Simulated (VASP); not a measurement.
Crystal: SnSe2.

```
Sn Se
1.0
     3.84084    0.00000    0.00000
    -1.92042    3.32627    0.00000
     0.00000    0.00000    6.00733
Sn Se
1 2
Direct
  0.00000 0.00000 0.00000
  0.33333 0.66667 0.26551
  0.66667 0.33333 0.73449
```

Base run:

```yaml
Program: VASP 6.6.1
Functional: PBE
Potentials_or_basis: VASP PAW PBE potentials, release 64 (Sn_d, Se)
Cutoff: 520 eV
k_mesh: 9 × 9 × 5
Occupations: gaussian, width 0.03 eV
Spin: no spin polarisation
```

Its results: band gap on the k mesh 0.43 eV, indirect (least direct gap 0.81 eV); pressure 2.3 GPa; largest force 0.015 eV/Å.

Problem. After a change of settings the same cell gave: band gap on the k mesh 0.70 eV, indirect (least direct gap 1.21 eV); pressure 0.4 GPa; largest force 0.339 eV/Å. Which change was it?
A. functional from PBE to LDA; potentials or basis from VASP PAW PBE potentials, release 64 (Sn_d, Se) to VASP PAW LDA potentials, release 64 (Sn_d, Se)
B. further incar settings from ALGO = Normal; EDIFF = 1e-06 to ALGO = Normal; EDIFF = 1e-06; NBANDS = 61
C. functional from PBE to r2SCAN

Solution. C.

r2SCAN gives the wider gap, since meta-GGAs in the generalised Kohn-Sham scheme recover part of the derivative discontinuity.

Caveats: spin-orbit coupling is left out, which moves the levels of the heavy elements; the PAW data sets were made with another functional, which shifts forces and pressure a little (some runs).
